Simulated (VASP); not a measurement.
These are PBEsol GGA, VASP's PBE PAW potentials (set 64) (plane waves; VASP 6.6.1) values and carry that method's errors.

VASP ran on this input.

### KPOINTS
```
Automatic mesh
0
Gamma
5 5 5
0 0 0
```

### INCAR
```
! general
SYSTEM   =  AgNO3
PREC     =  Accurate
ENCUT    =  520   ! plane-wave cut-off (eV)
LREAL    =  .FALSE.   ! projection in real space or not
LASPH    =  .TRUE.   ! aspherical one-centre terms

! electronic loop
EDIFF    =  1E-6   ! SCF stop (eV)
NELM     =  100
ALGO     =  Normal   ! blocked Davidson
LMAXMIX  =  4

! smearing
ISMEAR   =  0   ! Gaussian
SIGMA    =  0.05   ! width (eV)

! functional
GGA      =  PS   ! PBEsol

! ions
IBRION   =  2
NSW      =  60   ! most ionic steps
ISIF     =  3
EDIFFG   =  -0.02   ! ionic stop

! output
LWAVE    =  .FALSE.
LCHARG   =  .FALSE.
```

**POSCAR**
```
AgNO3
1.0
  2.5538981420   1.4744937895   5.4137664791
 -2.5538981420   1.4744937895   5.4137664791
  0.0000000000  -2.9489875790   5.4137664791
Ag N O
2 2 6
direct
  0.9965228406   0.9965228406   0.9965228406
  0.4965228406   0.4965228406   0.4965228406
  0.2231004891   0.2231004891   0.2231004891
  0.7231004891   0.7231004891   0.7231004891
  0.6660697965   0.9938591359   0.5073107378
  0.5073107378   0.6660697965   0.9938591359
  0.9938591359   0.5073107378   0.6660697965
  0.0073107378   0.4938591359   0.1660697965
  0.4938591359   0.1660697965   0.0073107378
  0.1660697965   0.0073107378   0.4938591359
```

POTCAR, in this order: Ag N O (PBE.64 set). Program: vasp_std.

What VASP printed:

OSZICAR:
```
...
DAV:   2    -0.579556147557E+02   -0.12472E-01   -0.16199E-01  1824   0.245E+00    0.302E-01
DAV:   3    -0.579548582547E+02    0.75650E-03   -0.24067E-03  2016   0.325E-01    0.161E-01
DAV:   4    -0.579546368704E+02    0.22138E-03   -0.92434E-04  1800   0.194E-01    0.418E-02
DAV:   5    -0.579546306868E+02    0.61836E-05   -0.16610E-04  1792   0.759E-02    0.207E-02
DAV:   6    -0.579546306152E+02    0.71653E-07   -0.10535E-05  1816   0.208E-02    0.111E-02
DAV:   7    -0.579546301148E+02    0.50037E-06   -0.22522E-06  1184   0.113E-02
  19 F= -.57954630E+02 E0= -.57954630E+02  d E =-.229367E-02
       N       E                     dE             d eps       ncg     rms          rms(c)
DAV:   1    -0.579535107663E+02    0.11198E-02   -0.12954E+00  1520   0.631E+00    0.217E-01
DAV:   2    -0.579548561725E+02   -0.13454E-02   -0.17705E-02  1824   0.802E-01    0.986E-02
DAV:   3    -0.579547810438E+02    0.75129E-04   -0.24639E-04  2016   0.981E-02    0.509E-02
DAV:   4    -0.579547593651E+02    0.21679E-04   -0.65696E-05  1792   0.542E-02    0.109E-02
DAV:   5    -0.579547602773E+02   -0.91223E-06   -0.10129E-05  1776   0.188E-02    0.530E-03
DAV:   6    -0.579547603190E+02   -0.41717E-07   -0.36221E-07  1000   0.426E-03
  20 F= -.57954760E+02 E0= -.57954760E+02  d E =-.242387E-02
       N       E                     dE             d eps       ncg     rms          rms(c)
DAV:   1    -0.579549334303E+02   -0.17315E-03   -0.22396E-02  1536   0.855E-01    0.372E-02
DAV:   2    -0.579549492978E+02   -0.15867E-04   -0.34444E-04  1792   0.113E-01    0.193E-02
DAV:   3    -0.579549460150E+02    0.32828E-05   -0.69484E-06  1808   0.182E-02    0.107E-02
DAV:   4    -0.579549447112E+02    0.13038E-05   -0.35669E-06  1464   0.134E-02    0.261E-03
DAV:   5    -0.579549446014E+02    0.10978E-06   -0.52044E-07   864   0.508E-03
  21 F= -.57954945E+02 E0= -.57954945E+02  d E =-.184282E-03
       N       E                     dE             d eps       ncg     rms          rms(c)
DAV:   1    -0.579553382347E+02   -0.39352E-03   -0.20132E-01  1536   0.256E+00    0.111E-01
DAV:   2    -0.579554760214E+02   -0.13779E-03   -0.30601E-03  1792   0.339E-01    0.580E-02
DAV:   3    -0.579554470684E+02    0.28953E-04   -0.62513E-05  1872   0.544E-02    0.320E-02
DAV:   4    -0.579554364800E+02    0.10588E-04   -0.33713E-05  1824   0.397E-02    0.819E-03
DAV:   5    -0.579554358649E+02    0.61514E-06   -0.43093E-06  1640   0.135E-02
  22 F= -.57955436E+02 E0= -.57955436E+02  d E =-.675546E-03
       N       E                     dE             d eps       ncg     rms          rms(c)
DAV:   1    -0.579557468783E+02   -0.31040E-03   -0.80534E-01  1536   0.512E+00    0.222E-01
DAV:   2    -0.579562993435E+02   -0.55247E-03   -0.12219E-02  1792   0.678E-01    0.116E-01
DAV:   3    -0.579561848494E+02    0.11449E-03   -0.24855E-04  1840   0.109E-01    0.641E-02
DAV:   4    -0.579561435394E+02    0.41310E-04   -0.13703E-04  1824   0.800E-02    0.164E-02
DAV:   5    -0.579561415879E+02    0.19515E-05   -0.17064E-05  1768   0.267E-02    0.896E-03
DAV:   6    -0.579561412507E+02    0.33717E-06   -0.12805E-06  1056   0.693E-03
  23 F= -.57956141E+02 E0= -.57956141E+02  d E =-.138093E-02
       N       E                     dE             d eps       ncg     rms          rms(c)
DAV:   1    -0.579548441049E+02    0.12975E-02   -0.32233E+00  1520   0.102E+01    0.443E-01
DAV:   2    -0.579570696573E+02   -0.22256E-02   -0.48792E-02  1792   0.136E+00    0.235E-01
DAV:   3    -0.579566112755E+02    0.45838E-03   -0.98973E-04  1856   0.220E-01    0.129E-01
DAV:   4    -0.579564459620E+02    0.16531E-03   -0.56904E-04  1824   0.162E-01    0.329E-02
DAV:   5    -0.579564390362E+02    0.69258E-05   -0.67666E-05  1752   0.527E-02    0.186E-02
DAV:   6    -0.579564380377E+02    0.99849E-06   -0.65758E-06  1768   0.146E-02
  24 F= -.57956438E+02 E0= -.57956438E+02  d E =-.167772E-02
       N       E                     dE             d eps       ncg     rms          rms(c)
DAV:   1    -0.579563392231E+02    0.99813E-04   -0.33533E-01  1520   0.330E+00    0.143E-01
DAV:   2    -0.579565687475E+02   -0.22952E-03   -0.50505E-03  1792   0.434E-01    0.735E-02
DAV:   3    -0.579565217028E+02    0.47045E-04   -0.10062E-04  1896   0.684E-02    0.405E-02
DAV:   4    -0.579565055899E+02    0.16113E-04   -0.51258E-05  1816   0.493E-02    0.100E-02
DAV:   5    -0.579565054508E+02    0.13910E-06   -0.69593E-06  1760   0.173E-02
  25 F= -.57956505E+02 E0= -.57956505E+02  d E =-.174513E-02
       N       E                     dE             d eps       ncg     rms          rms(c)
DAV:   1    -0.579567184322E+02   -0.21284E-03   -0.16813E-02  1520   0.804E-01    0.723E-02
DAV:   2    -0.579566639427E+02    0.54490E-04   -0.51343E-04  1816   0.145E-01    0.339E-02
DAV:   3    -0.579566508442E+02    0.13098E-04   -0.20999E-05  1824   0.307E-02    0.187E-02
DAV:   4    -0.579566472652E+02    0.35790E-05   -0.87697E-06  1824   0.182E-02    0.620E-03
DAV:   5    -0.579566466702E+02    0.59506E-06   -0.15434E-06  1144   0.809E-03
  26 F= -.57956647E+02 E0= -.57956647E+02  d E =-.141219E-03
       N       E                     dE             d eps       ncg     rms          rms(c)
DAV:   1    -0.579575876503E+02   -0.94039E-03   -0.15108E-01  1520   0.241E+00    0.215E-01
DAV:   2    -0.579571059034E+02    0.48175E-03   -0.45991E-03  1816   0.433E-01    0.101E-01
DAV:   3    -0.579569920663E+02    0.11384E-03   -0.18720E-04  1824   0.915E-02    0.563E-02
DAV:   4    -0.579569632371E+02    0.28829E-04   -0.79053E-05  1824   0.546E-02    0.187E-02
DAV:   5    -0.579569602822E+02    0.29549E-05   -0.15558E-05  1808   0.244E-02    0.653E-03
DAV:   6    -0.579569596548E+02    0.62737E-06   -0.24274E-06  1360   0.104E-02
  27 F= -.57956960E+02 E0= -.57956960E+02  d E =-.454204E-03
       N       E                     dE             d eps       ncg     rms          rms(c)
DAV:   1    -0.579595873444E+02   -0.26271E-02   -0.60470E-01  1520   0.482E+00    0.429E-01
DAV:   2    -0.579576609833E+02    0.19264E-02   -0.18321E-02  1816   0.866E-01    0.202E-01
DAV:   3    -0.579572070631E+02    0.45392E-03   -0.74709E-04  1824   0.183E-01    0.112E-01
DAV:   4    -0.579570948938E+02    0.11217E-03   -0.31500E-04  1824   0.109E-01    0.373E-02
DAV:   5    -0.579570853059E+02    0.95879E-05   -0.61616E-05  1800   0.485E-02    0.130E-02
DAV:   6    -0.579570832663E+02    0.20397E-05   -0.97517E-06  1656   0.206E-02    0.443E-03
DAV:   7    -0.579570831272E+02    0.13908E-06   -0.82388E-07  1024   0.581E-03
  28 F= -.57957083E+02 E0= -.57957083E+02  d E =-.577676E-03
       N       E                     dE             d eps       ncg     rms          rms(c)
DAV:   1    -0.579573377259E+02   -0.25446E-03   -0.54990E-02  1520   0.145E+00    0.129E-01
DAV:   2    -0.579571612457E+02    0.17648E-03   -0.16718E-03  1816   0.260E-01    0.607E-02
DAV:   3    -0.579571205323E+02    0.40713E-04   -0.67388E-05  1824   0.549E-02    0.337E-02
DAV:   4    -0.579571115841E+02    0.89482E-05   -0.27990E-05  1824   0.325E-02    0.111E-02
DAV:   5    -0.579571115753E+02    0.88166E-08   -0.53685E-06  1712   0.144E-02
  29 F= -.57957112E+02 E0= -.57957112E+02  d E =-.606124E-03
       N       E                     dE             d eps       ncg     rms          rms(c)
DAV:   1    -0.579572053874E+02   -0.93803E-04   -0.48429E-02  1520   0.133E+00    0.745E-02
DAV:   2    -0.579572602970E+02   -0.54910E-04   -0.11713E-03  1824   0.192E-01    0.421E-02
DAV:   3    -0.579572420984E+02    0.18199E-04   -0.33814E-05  1792   0.391E-02    0.238E-02
DAV:   4    -0.579572360866E+02    0.60118E-05   -0.18022E-05  1824   0.280E-02    0.650E-03
DAV:   5    -0.579572353666E+02    0.72007E-06   -0.28896E-06  1208   0.114E-02
  30 F= -.57957235E+02 E0= -.57957235E+02  d E =-.123791E-03
```

### OUTCAR
```
------------------------ aborting loop because EDIFF is reached ----------------------------------------
  FORCE on cell =-STRESS in cart. coord.  units (eV):
  Direction    XX          YY          ZZ          XY          YZ          ZX
  --------------------------------------------------------------------------------------
  Total       -0.0138190     -0.0138190     -0.1517290      0.0000000      0.0000000      0.0000000
  in kB       -0.1755261     -0.1755261     -1.9272323      0.0000000      0.0000000      0.0000000
  external PRESSURE =      -0.7594281 kB  Pullay stress =       0.0000000 kB
  volume of cell :      126.14
      direct lattice vectors                 reciprocal lattice vectors
     2.547750843  1.470944644  5.609711045     0.196251530  0.113305873  0.059420767
    -2.547750843  1.470944644  5.609711045    -0.196251530  0.113305873  0.059420767
    -0.000000000 -2.941889289  5.609711045     0.000000000 -0.226611745  0.059420767
 POSITION                                       TOTAL-FORCE (eV/Angst)
 -----------------------------------------------------------------------------------
     -0.00000      0.00000     16.57248        -0.000000      0.000000     -0.010362
     -0.00000      0.00000      8.15791        -0.000000      0.000000     -0.010362
     -0.00000      0.00000      3.79778        -0.000000      0.000000      0.019017
     -0.00000      0.00000     12.21234        -0.000000     -0.000000      0.019017
     -0.73047      1.03679     12.20924         0.000256      0.000245     -0.002885
     -0.53265     -1.15100     12.20924        -0.000340      0.000099     -0.002885
      1.26312      0.11421     12.20924         0.000084     -0.000344     -0.002885
      1.28463      1.58516      9.40438        -0.000084     -0.000344     -0.002885
      0.73047     -1.90510      9.40438        -0.000256      0.000245     -0.002885
     -2.01510      0.31995      9.40438         0.000340      0.000099     -0.002885
 -----------------------------------------------------------------------------------
    total drift:                               -0.000000      0.000000      0.000589
  FREE ENERGIE OF THE ION-ELECTRON SYSTEM (eV)
  ---------------------------------------------------
  free  energy   TOTEN  =       -57.9572353666 eV

  energy  without entropy=      -57.9572353666  energy(sigma->0) =      -57.95723537

 reached required accuracy - stopping structural energy minimisation
```
(Selected blocks of OUTCAR.)

CONTCAR:
```
AgNO3
   1.00000000000000
     2.5477508425164985    1.4709446444123866    5.6097110453949748
    -2.5477508425164985    1.4709446444123866    5.6097110453949748
    -0.0000000000000000   -2.9418892888247732    5.6097110453949748
  Ag              N               O
     2     2     6
Direct
     0.9847495314891834    0.9847495314891834    0.9847495314891834
     0.4847495314891838    0.4847495314891838    0.4847495314891838
     0.2256667449895740    0.2256667449895740    0.2256667449895740
     0.7256667449895740    0.7256667449895740    0.7256667449895740
     0.6996003967186160    0.9863120214575323    0.4905343052450906
     0.4905343052451516    0.6996003967184684    0.9863120214576188
     0.9863120214574713    0.4905343052452378    0.6996003967185297
     0.9905343052452379    0.4863120214574712    0.1996003967185298
     0.4863120214575324    0.1996003967186159    0.9905343052450907
     0.1996003967184685    0.9905343052451517    0.4863120214576184
```

**OUTCAR**
```
 val. band max:        2.2282544459   @ k =   0.4000   0.4000   0.0000

 cond. band min:       3.8150125572   @ k =   0.2000   0.2000   0.2000


 Fermi energy:         2.5343915802

 k-point     1 :       0.0000    0.0000    0.0000
  band No.  band energies     occupation
      1     -24.3270      2.00000
      2     -24.2369      2.00000
      3     -18.8834      2.00000
      4     -18.8834      2.00000
      5     -18.8110      2.00000
      6     -18.8110      2.00000
      7      -8.9215      2.00000
      8      -8.5411      2.00000
      9      -6.9242      2.00000
     10      -6.3136      2.00000
     11      -6.3136      2.00000
     12      -6.2154      2.00000
     13      -6.2154      2.00000
     14      -6.0908      2.00000
     15      -2.0378      2.00000
     16      -2.0378      2.00000
     17      -1.3039      2.00000
     18      -1.3039      2.00000
     19      -1.1484      2.00000
     20      -1.1484      2.00000
     21      -0.2988      2.00000
     22      -0.2784      2.00000
     23      -0.2784      2.00000
     24       0.3505      2.00000
     25       0.6043      2.00000
     26       0.6043      2.00000
     27       0.6654      2.00000
     28       0.6964      2.00000
     29       0.7210      2.00000
     30       0.7210      2.00000
     31       1.3279      2.00000
     32       1.3279      2.00000
     33       2.1829      2.00000
     34       2.1829      2.00000
     35       3.8173      0.00000
     36       4.5861      0.00000
     37       4.7959      0.00000
     38       8.7339      0.00000
     39       9.5696      0.00000
     40      10.9802      0.00000

 k-point     2 :       0.2000   -0.0000    0.0000
  band No.  band energies     occupation
      1     -24.3134      2.00000
      2     -24.2420      2.00000
      3     -18.8873      2.00000
      4     -18.8799      2.00000
      5     -18.8376      2.00000
      6     -18.8225      2.00000
      7      -8.7653      2.00000
      8      -8.5001      2.00000
...
```

Energy and stress use the plane-wave basis of the starting cell.

The structure comes from a computed database's AgNO3 entry (R3c); how it stands against other phases isn't given here. This run relaxes it. Symmetry was kept, so distortions that lower it aren't found. The start is the result of an earlier pass.
